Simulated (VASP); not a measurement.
VASP runs on Rh₂S₃ (space group P-3m1) share one base input (PBE GGA, plane waves, VASP's PBE PAW potentials (set 64)) and change the settings named in each case.

**INCAR**
```
ALGO  =  Normal
EDIFF  =  1E-6
ENCUT  =  300
GGA  =  PE
ISIF  =  2
ISMEAR  =  0
LASPH  =  T
LCHARG  =  F
LMAXMIX  =  4
LREAL  =  F
LWAVE  =  F
NELM  =  100
PREC  =  Accurate
SIGMA  =  0.272
SYSTEM  =  Rh2S3
```

### POSCAR
```
Rh2S3
1
    3.8843860000     0.0000000000     0.0000000000
   -1.9421930000     3.3639770000     0.0000000000
    0.0000000000     0.0000000000     6.0524610000
Rh S
2 3
Direct
  0.3333330000   0.6666670000   0.2467000000
  0.6666670000   0.3333330000   0.7533000000
  0.0000000000   0.0000000000   0.0000000000
  0.3333330000   0.6666670000   0.6470000000
  0.6666670000   0.3333330000   0.3530000000
```

**KPOINTS**
```
Automatic mesh
0
gamma
 7 7 4
```

POTCAR, in this order: Rh_pv S (PBE.64 set). Program: vasp_std.

```tsv
change	E(σ→0) (eV/atom)	pressure (GPa)	−TS (eV)
base run	-5.4048	4.20	-0.1367
GGA = PS	-6.0122	-2.16	-0.1367
GGA_COMPAT = .FALSE., LNONCOLLINEAR = .TRUE., LSORBIT = .TRUE., MAGMOM = 0.0 0.0 0.0 0.0 0.0 0.0 0.0 0.0 0.0 0.0 0.0 0.0 0.0 0.0 0.0, program vasp_ncl	-5.4674	___	___
KPOINTS 6×6×3 Γ-centred mesh	-5.4114	___	___
```

Task: Complete the blanks.

Result: 
- GGA_COMPAT = .FALSE., LNONCOLLINEAR = .TRUE., LSORBIT = .TRUE., MAGMOM = 0.0 0.0 0.0 0.0 0.0 0.0 0.0 0.0 0.0 0.0 0.0 0.0 0.0 0.0 0.0, program vasp_ncl, pressure (GPa): 4.36
- GGA_COMPAT = .FALSE., LNONCOLLINEAR = .TRUE., LSORBIT = .TRUE., MAGMOM = 0.0 0.0 0.0 0.0 0.0 0.0 0.0 0.0 0.0 0.0 0.0 0.0 0.0 0.0 0.0, program vasp_ncl, −TS (eV): -0.1372
- KPOINTS 6×6×3 Γ-centred mesh, pressure (GPa): 4.17
- KPOINTS 6×6×3 Γ-centred mesh, −TS (eV): -0.1030

Energies of different potentials or functionals have different zeros.  At 300 eV the pressure can carry a Pulay error.

Left out are runs that ran out of time, are held back, or changed the cell or the kind of run, fixed moments of cells without a moment, rows past the twelfth, gaps on odd meshes, pressures of charged cells and columns that move by less than the noise.

The structure was generated: Rh2S3 was put into an ordered model structure, which need not be its known phase. The cell was not relaxed at this level, its lattice was scaled by up to 2.5 %.
